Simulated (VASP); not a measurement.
The input files of a VASP run:

**INCAR**
```
SYSTEM  =  Ag3Rh
PREC  =  Accurate; ENCUT  =  400; LREAL  =  .FALSE.
LASPH  =  .TRUE.
EDIFF  =  1E-7; NELM  =  100; ALGO  =  Normal
LMAXMIX  =  4
ISMEAR  =  -5
GGA  =  PS
ISIF  =  2
LWAVE  =  .FALSE.; LCHARG  =  .TRUE.; LORBIT  =  11
NEDOS  =  601
```

**POSCAR**
```
Ag3Rh
1
    3.9784107897     0.0000000000    -0.0000000000
    0.0000000000     3.9784107897    -0.0000000000
    0.0000000000     0.0000000000     3.9784107897
Rh Ag
1 3
Direct
  0.0000000000   0.0000000000   0.0000000000
  0.5000000000   0.5000000000   0.0000000000
  0.5000000000   0.0000000000   0.5000000000
  0.0000000000   0.5000000000   0.5000000000
```

KPOINTS:
```
Automatic mesh
0
Gamma
 10 10 10
```

POTCAR, in this order: Rh_pv Ag (PBE.64 set). Program: vasp_std.

Translate this PBEsol calculation to Quantum ESPRESSO's pw.x.

One equivalent input (not run):
```
&CONTROL
  calculation = 'scf'
  pseudo_dir = './pseudo'
  outdir = './out'
  tprnfor = .true.
  tstress = .true.
/
&SYSTEM
  ibrav = 0
  nat = 4
  ntyp = 2
  ecutwfc = 88
  occupations = 'tetrahedra'
  input_dft = 'pbesol'
/
&ELECTRONS
  conv_thr = 7.3e-09
  electron_maxstep = 100
/
ATOMIC_SPECIES
  Rh 102.906 Rh.upf
  Ag 107.868 Ag.upf
CELL_PARAMETERS angstrom
     3.9784108    0.0000000   -0.0000000
     0.0000000    3.9784108   -0.0000000
     0.0000000    0.0000000    3.9784108
ATOMIC_POSITIONS crystal
  Rh   0.0000000  0.0000000  0.0000000
  Ag   0.5000000  0.5000000  0.0000000
  Ag   0.5000000  0.0000000  0.5000000
  Ag   0.0000000  0.5000000  0.5000000
K_POINTS automatic
  10 10 10 0 0 0
```
What does not carry over: the potentials are each code's own (VASP's PAW set, PseudoDojo norm-conserving files in pw.x), so ENCUT and ecutwfc are chosen apart and not converted; conv_thr bounds pw.x's estimated SCF error, while EDIFF bounds the energy change between steps.

The structure was generated: Ag3Rh was put into an ordered model structure (Pm-3m), which need not be its known phase. It was relaxed first.
